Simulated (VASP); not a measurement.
Data:

```
CELL_PARAMETERS angstrom
      1.37205    -2.37646     0.00000
      1.37205     2.37646     0.00000
      0.00000     0.00000     4.32583
ATOMIC_POSITIONS crystal
  Os 0.33333 0.66667 0.25000
  Os 0.66667 0.33333 0.75000
```

All values below come from PBE GGA, VASP's PBE PAW potentials (set 64) (plane waves; VASP). Numerical set-up: 480 eV cut-off, 14×14×8 Γ-centred mesh, first-order Methfessel-Paxton smearing of 0.10 eV, potentials Os.

Unless said otherwise, spin-orbit coupling is left out, though it shifts the bands of the heavy elements here.

Task: What does the run give for the energy per atom (σ→0), pressure, band gap (on the k-mesh) with the smallest direct gap where there is one?

Result: 
* **band gap (on the k-mesh)**: none (metal, semimetal or under 0.01 eV)
* **energy per atom (σ→0)**: -11.243 eV/atom
* **pressure**: 4.94 GPa

Total energies compare only between runs with the same potentials, cut-off and functional.

The compound is Os in the hcp structure. It was relaxed first under an external pressure of 5 GPa.
